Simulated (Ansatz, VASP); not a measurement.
# Cross-check of FePt (Tetraferroplatinum) between VASP and Ansatz

One calculation is typed for both programs; each brings its own data sets and cutoff. How far apart do they land? The cell is taken from a series of VASP runs on this material, whose earlier steps may have relaxed, scaled or displaced it; both programs get it as it stands.

Program: Ansatz 0.2.0. Level of theory: plane waves, with VASP 6.6.1 beside it; relaxation of cell and atoms at PBEsol. Results are calculated unless marked as measured.

### Step 1. Starting point

Symmetry: P4/mmm, No. 123, tetragonal system. The conventional cell has a = 2.675 Å, b = 2.675 Å, c = 3.737 Å, α = 90.00°, β = 90.00°, γ = 90.00°. Nearest to Fe lie 8 Pt at 2.66 Å and 4 Fe at 2.67 Å. Nearest to Pt lie 8 Fe at 2.66 Å and 4 Pt at 2.67 Å. Farther neighbours are not listed.

### Step 2. Ansatz: relaxation of cell and atoms, PBEsol

Ansatz runs on its default PAW (the set named soft_2) files.

The relaxed volume is the usual yardstick between codes: its relative difference is about their pressure difference at one cell divided by the bulk modulus.

File input.yaml:

```yaml
crystal:
  lattice:
    - [2.6747337513, 0.0, 0.0]
    - [0.0, 2.6747337513, 0.0]
    - [0.0, 0.0, 3.737327614]
  atoms:
    - { symbol: Fe, position: [0.0, 0.0, 0.0], spin: 2.94 }
    - { symbol: Pt, position: [0.5, 0.5, 0.5], spin: 0.36 }
hamiltonian:
  xc: pbesol
  pseudopotentials: { kind: paw }
magnetization:
  spin_polarized: true
kpoints:
  mp_grid: { grid: [7, 7, 5] }
scf:
  occupations: { method: methfessel_paxton, width: 0.2 }
relax:
  f_tol: 0.01
  max_steps: 60
  cell: { stress_tol: 0.05 }
output:
  forces: true
  stress: true
```

Launch:

```bash
$ ansatz run input.yaml --threads 4 --pin off --max-ram 9216MiB --backend cpu --events-out ev --progress --plain --runs-dir out
```

Numbers of over 12 decimals in the logs are rounded to 6 here.

What it wrote:

```text
Engine: ansatz 0.2.0, x86_64-unknown-linux-gnu
Pseudopotentials: kind: paw
Pseudopotential: Fe, paw, valence charge 16, recommended cutoff 420 eV (normal), Fe.paw.azcp
Pseudopotential: Pt, paw, valence charge 18, recommended cutoff 420 eV (normal), Pt.paw.azcp
Functional definition: PBEsol
  exchange = pbesol_x
  correlation = pbesol_c
Crystal: 2 atoms, lattice volume = 26.738 Å³
Basis set: ecut = 420 eV, 513 PW (Γ), exchange–correlation on 36×36×50 points (8 copies of the dense FFT grid, shifted against one another)
Bands: 23, of which v1, the nominal top of the filled ones, is band 17 counted from 1 (16 counted from 0)
Symmetry: 16 space group operations
Space group: P4/mmm (ITA 123), of the structure as read, at distance tolerance 3.0e-5 Å
Magnetic group: BNS 123.339 (UNI 999), of the structure as read, at distance tolerance 3.0e-5 Å
k-points: 30 of 245
Non-local potential: Fe, projectors of the file, l = 0: 3, l = 1: 2, l = 2: 3, l = 3: 1
Non-local potential: Pt, projectors of the file, l = 0: 3, l = 1: 2, l = 2: 2, l = 3: 1
PAW form: soft (Blöchl's): semilocal exchange-correlation on the pseudo side does not see the compensation charge
PAW frozen core: Fe, regenerated for the run's functional, and the local potential with it (the file was generated under x = pbe(κ = 0.804, μ = 0.219515), c = pbe(β = 0.066725))
PAW frozen core: Pt, regenerated for the run's functional, and the local potential with it (the file was generated under x = pbe(κ = 0.804, μ = 0.219515), c = pbe(β = 0.066725))
PAW one-centre angular grid: Fe, 590 points (default); XC on 64 Gauss nodes
PAW one-centre angular grid: Pt, 590 points (default); XC on 64 Gauss nodes
Initial density: superposition of atomic densities (chi_scale 0.1, normalization cell)
Starting moments: Σ|m| = 3.3 μB on 2 of 2 sites
Initial wavefunctions: pseudopotential atomic-orbital guess
Functional: x = pbesol(κ = 0.804, μ = 0.123457), c = pbesol(β = 0.046)
SCF iter   1: F=—  HF=-16833.076513 eV  |F-HF|=—  |Δ(HF+E_count)|=         —  Δρ=6.10e-2 (↑4.12e-2 ↓6.10e-2)  dr2=2.66e0  dr2_m=9.59e-2  M=3.091 μB ∫|m|=3.149 μB  β_m=0.30  ethr=3.10e-3  ⟨swp⟩=4.2  Hψ=5060  notcnv=0
Mixer restart at iter 1: flushing history
preconditioner: auto → none  [metal: Δε(μ)=0.017 eV  Ē_g=9.770 eV  σ=0.200 eV  W_gap=0.05  n_scr=6 (ndim 8)  ℏωp=30.5 eV  f_vac=0.000  D(μ)=1.66/eV (n_scr^D=18)  sad-step TF]
SCF iter   2: F=—  HF=-16832.894991 eV  |F-HF|=—  |Δ(HF+E_count)|=   1.82e-1  Δρ=4.11e-2 (↑3.14e-2 ↓4.11e-2)  dr2=1.49e0  dr2_m=6.81e-2  M=3.095 μB ∫|m|=3.175 μB  β_m=0.61  ethr=3.10e-3  ⟨swp⟩=2.0  Hψ=2143  notcnv=0  defer=44
SCF iter   3: F=—  HF=-16833.485748 eV  |F-HF|=—  |Δ(HF+E_count)|=   5.91e-1  Δρ=5.73e-2 (↑5.73e-2 ↓4.94e-2)  dr2=3.12e0  dr2_m=8.32e-3  M=3.157 μB ∫|m|=3.271 μB  β_m=0.42  ethr=3.10e-3  ⟨swp⟩=3.2  Hψ=2911  notcnv=0  defer=46
SCF iter   4: F=—  HF=-16833.035935 eV  |F-HF|=—  |Δ(HF+E_count)|=   4.50e-1  Δρ=7.47e-3 (↑7.47e-3 ↓5.58e-3)  dr2=1.09e-2  dr2_m=5.49e-3  M=3.111 μB ∫|m|=3.246 μB  β_m=0.63  ethr=3.10e-3  ⟨swp⟩=2.6  Hψ=2729  notcnv=0  defer=47
SCF iter   5: F=—  HF=-16833.060285 eV  |F-HF|=—  |Δ(HF+E_count)|=         —  Δρ=3.85e-3 (↑3.85e-3 ↓1.40e-3)  dr2=1.76e-3  dr2_m=1.52e-3  M=3.130 μB ∫|m|=3.282 μB  β_m=0.63  ethr=3.20e-5  ⟨swp⟩=2.0  Hψ=2773  notcnv=0  defer=45
Mixer restart at iter 5: flushing history
SCF iter   6: F=—  HF=-16833.062167 eV  |F-HF|=—  |Δ(HF+E_count)|=   1.88e-3  Δρ=2.59e-3 (↑1.63e-3 ↓2.59e-3)  dr2=3.90e-3  dr2_m=1.87e-4  M=3.132 μB ∫|m|=3.286 μB  β_m=0.54  ethr=5.18e-6  ⟨swp⟩=2.0  Hψ=2402  notcnv=0  defer=45
SCF iter   7: F=—  HF=-16833.061599 eV  |F-HF|=—  |Δ(HF+E_count)|=   5.68e-4  Δρ=1.97e-3 (↑1.97e-3 ↓1.07e-3)  dr2=2.13e-3  dr2_m=1.22e-4  M=3.126 μB ∫|m|=3.282 μB  β_m=0.46  ethr=5.18e-6  ⟨swp⟩=2.0  Hψ=2353  notcnv=0  defer=45
SCF iter   8: F=—  HF=-16833.061644 eV  |F-HF|=—  |Δ(HF+E_count)|=   4.51e-5  Δρ=1.05e-3 (↑1.05e-3 ↓5.45e-4)  dr2=5.37e-4  dr2_m=3.20e-5  M=3.126 μB ∫|m|=3.284 μB  β_m=0.48  ethr=5.18e-6  ⟨swp⟩=1.1  Hψ=1540  notcnv=0  defer=45
SCF iter   9: F=—  HF=-16833.061651 eV  |F-HF|=—  |Δ(HF+E_count)|=   6.49e-6  Δρ=2.09e-4 (↑2.09e-4 ↓1.31e-4)  dr2=2.01e-5  dr2_m=2.42e-6  M=3.127 μB ∫|m|=3.285 μB  β_m=0.62  ethr=1.58e-6  ⟨swp⟩=1.9  Hψ=1593  notcnv=0  defer=45
SCF iter  10: F=—  HF=-16833.048193 eV  |F-HF|=—  |Δ(HF+E_count)|=         —  Δρ=1.81e-3 (↑1.30e-3 ↓1.81e-3)  dr2=1.20e-3  dr2_m=3.88e-4  M=3.100 μB ∫|m|=3.266 μB  β_m=0.62  ethr=5.93e-8  ⟨swp⟩=2.1  Hψ=1777  notcnv=0  defer=45
Mixer restart at iter 10: flushing history
iteration 10: the input's own smearing fills from here on; a Gaussian of 0.2 eV has filled iterations ahead of it
SCF iter  11: F=—  HF=-16833.050842 eV  |F-HF|=—  |Δ(HF+E_count)|=   2.65e-3  S|Δr|=    0.00e0  Δρ=5.33e-3 (↑3.60e-3 ↓5.33e-3)  dr2=2.62e-2  dr2_m=2.68e-4  M=3.121 μB ∫|m|=3.284 μB  β_m=0.23  ethr=5.93e-8  ⟨swp⟩=3.0  Hψ=2932  notcnv=0  defer=45  recentre
SCF iter  12: F=—  HF=-16833.048232 eV  |F-HF|=—  |Δ(HF+E_count)|=   2.61e-3  S|Δr|=    0.00e0  Δρ=1.54e-3 (↑1.00e-3 ↓1.54e-3)  dr2=8.95e-4  dr2_m=2.45e-4  M=3.099 μB ∫|m|=3.266 μB  β_m=0.16  ethr=5.93e-8  ⟨swp⟩=3.0  Hψ=3073  notcnv=0  defer=45
SCF iter  13: F=—  HF=-16833.048205 eV  |F-HF|=—  |Δ(HF+E_count)|=   2.65e-5  S|Δr|=    0.00e0  Δρ=6.47e-4 (↑6.47e-4 ↓6.33e-4)  dr2=1.93e-5  dr2_m=8.91e-5  M=3.100 μB ∫|m|=3.267 μB  β_m=0.28  ethr=5.93e-8  ⟨swp⟩=2.0  Hψ=2449  notcnv=0  defer=45
SCF iter  14: F=—  HF=-16833.048256 eV  |F-HF|=—  |Δ(HF+E_count)|=   5.06e-5  S|Δr|=    0.00e0  Δρ=8.76e-5 (↑8.76e-5 ↓7.15e-5)  dr2=1.61e-6  dr2_m=1.19e-6  M=3.098 μB ∫|m|=3.264 μB  β_m=0.43  ethr=5.67e-8  ⟨swp⟩=2.0  Hψ=2183  notcnv=0  defer=45
SCF iter  15: F=—  HF=-16833.048256 eV  |F-HF|=—  |Δ(HF+E_count)|=   2.79e-8  S|Δr|=    0.00e0  Δρ=5.45e-5 (↑4.14e-5 ↓5.45e-5)  dr2=2.01e-7  dr2_m=4.31e-7  M=3.097 μB ∫|m|=3.264 μB  β_m=0.71  ethr=4.73e-9  ⟨swp⟩=1.9  Hψ=1678  notcnv=0  defer=45
SCF iter  16: F=—  HF=-16833.048256 eV  |F-HF|=—  |Δ(HF+E_count)|=   1.33e-7  S|Δr|=    0.00e0  Δρ=2.92e-5 (↑9.64e-6 ↓2.92e-5)  dr2=3.38e-7  dr2_m=4.31e-8  M=3.097 μB ∫|m|=3.264 μB  β_m=0.72  ethr=2.94e-10  ⟨swp⟩=3.5  Hψ=3870  notcnv=0
SCF iter  17: F=-16833.048256 eV  HF=-16833.048256 eV  |F-HF|=1.30e-8  |Δ(HF+E_count)|=   2.82e-8  S|Δr|=    0.00e0  Δρ=5.44e-6 (↑3.77e-6 ↓5.44e-6)  dr2=1.47e-8  dr2_m=2.51e-9  M=3.097 μB ∫|m|=3.264 μB  ethr=2.94e-10  ⟨swp⟩=2.3  Hψ=4160  notcnv=0
SCF 1 converged in 17 iterations: F = -16833.048256 eV  dr2 = 1.47e-8
  greatest PAW one-centre occupation: 1.003 electrons in one spin orbital (limit 2), on the Fe atom at site 0 (counted from 0), in its partial waves of l = 1
relax step   1: F+E_penalty+E_count = -16833.04825592 eV  Δ(F+E_penalty+E_count) = +0.000e0 eV  max|allowed force component| = 1.041e-28 eV/Å  Δτ_max = 0.0000 Å  P = +0.415 GPa  Ω = 26.738 Å³  (17 SCF iters, dr2 threshold 1.00e-7 eV, accepted)
[...]
relax step   2: F+E_penalty+E_count = -16833.04828949 eV  Δ(F+E_penalty+E_count) = -3.357e-5 eV  max|allowed force component| = 6.331e-29 eV/Å  Δτ_max = 0.0000 Å  P = -0.167 GPa  Ω = 26.803 Å³  energy of the carried Pulay correction = -3.185e-5 eV  (6 SCF iters, dr2 threshold 2.00e-7 eV, accepted)
[...]
relax step   3: F+E_penalty+E_count = -16833.04830890 eV  Δ(F+E_penalty+E_count) = -1.941e-5 eV  max|allowed force component| = 7.886e-30 eV/Å  Δτ_max = 0.0000 Å  P = -0.012 GPa  Ω = 26.785 Å³  energy of the carried Pulay correction = -2.299e-5 eV  (5 SCF iters, dr2 threshold 8.12e-8 eV, accepted)
[...]
relax step   4: F+E_penalty+E_count = -16833.04833881 eV  Δ(F+E_penalty+E_count) = -2.992e-5 eV  max|allowed force component| = 3.254e-30 eV/Å  Δτ_max = 0.0000 Å  P = -0.012 GPa  Ω = 26.785 Å³  stress off target by 2.57e-2 GPa  SCF on the basis re-selected at this cell (its energy is not comparable with the rows above)  (7 SCF iters)
basis re-selected at this cell: Δ(F+E_penalty+E_count) = -2.992e-5 eV, ΔP = -0.001 GPa vs the last step (what re-selecting the basis moved, of the pressure what is left beyond the Pulay correction that the steps carried, after the strain that the cell walked since its last selection, with what the two solves' SCF thresholds leave and, on support functions, any second-order correction that the steps lacked; it is no measure of the basis error at this ecutwfc). The dense FFT grid was sized anew with the basis: this SCF ran on 18×18×27 points, the steps before it on 18×18×25, so part of this shift can come from that change (see relax.cell in the input reference). [rest of the remark cut]
SCF converged after 7 iterations
Stability not checked: this state was not tested for a lower state beside it, because cold or Methfessel-Paxton smearing, or corrected tetrahedra, fill the levels in a way that the test cannot read (fill_not_monotonic; see scf.lower_state_search)
Magnetization: 3.0976 μB (18.5488 up, 15.4512 down)
Absolute magnetization: 3.2659 μB (∫|ρ↑−ρ↓|, with the PAW one-centre terms)
Spin contamination: 0.0955 ħ² per cell (⟨S²⟩ above its minimum at these occupations)
Per-site moments (μB) at R_I (Å): [(2.840439, 1.097594), (0.318591, 1.097594)]
Free energy (F): -16833.048339 eV
Harris-Foulkes:  -16833.048339 eV  (|F-HF|=1.09e-11)
Internal energy: -16833.051324 eV  (E = F + TS)
E sigma→0 (E₀):  -16833.049085 eV
Entropy (-TS):   0.002985 eV (1.493 meV/atom)
Fermi energy:    21.148794 eV
--- Per-component energies (eV) ---
  E_band       = -347.890686
  E_kinetic    = 986.480508
  E_local      = -3575.460853  (includes V_loc(G=0)·N_el)
  E_nonlocal   = 425.721419
  E_hartree    = 1430.027773
  E_xc         = -377.390253
  E_vxc        = -453.732425  (∫ρ·V_xc dr)
  E_paw        = -10652.859057  (= ΣΔE_a)
  E_vpaw       = -590.955933  (= ΣTr[D̂ρ^β])
  E_aug_tail   = 0.001018  (compensation charges beyond the density's cutoff)
  E_ewald      = -5070.038061
  E_core_change = 0.466183  (= ΣΔE_core)
  E_smearing   = 0.002985  (= −TS)
  E_closure    = -0.000000  (closes the sum)
  Σ components = -16833.048339   (vs F -16833.048339, Δ=0.00e0)
--- Forces (eV/Å), atoms counted from 1 ---
  atom   1  Fe     0.00000000    -0.00000000     0.00000000
  atom   2  Pt     0.00000000     0.00000000     0.00000000
  max |Σ_I F_I| component: 6.11e-30 eV/Å
--- Stress (GPa, compression-positive) ---
       -0.025732       0.000000      -0.000000
        0.000000      -0.025732      -0.000000
       -0.000000      -0.000000       0.014750
  P = ⅓ Tr σ = -0.0122 GPa (-0.122 kbar)
--- Relaxed structure (3 steps of the walk, 3 accepted, 1 SCFs on fresh bases) ---
  F+E_penalty+E_count = -16833.04833881 eV   max|allowed force component| = 3.254e-30 eV/Å   (the final SCF, on the basis selected at the relaxed cell)
  cell:  # Å, volume = 26.7853 Å³
    - [2.675295, 0, 0]
    - [0, 2.675295, 0]
    - [0, 0, 3.742428]
  atoms:
    - { symbol: Fe, position: [0, 0, 0] }
    - { symbol: Pt, position: [0.5, 0.5, 0.5] }
```

Elapsed: 2.9 s, on 4 threads of AMD EPYC 7R43, shared host; peak memory 0.45 GiB.

[end of part 1 of 2]

[Lines on the potential files, build, host, timing and source positions are cut from VASP's logs without a mark.]

[Logs are printed without paths, hosts, clocks, repeated set-up lines and the standing remarks that a program may print on its own settings, such as how far it seeks lower states.]

[Hosts, paths, dates, database ids (printed as entryN), source tags and the programs' standing remarks are cut or masked in the printed files.]
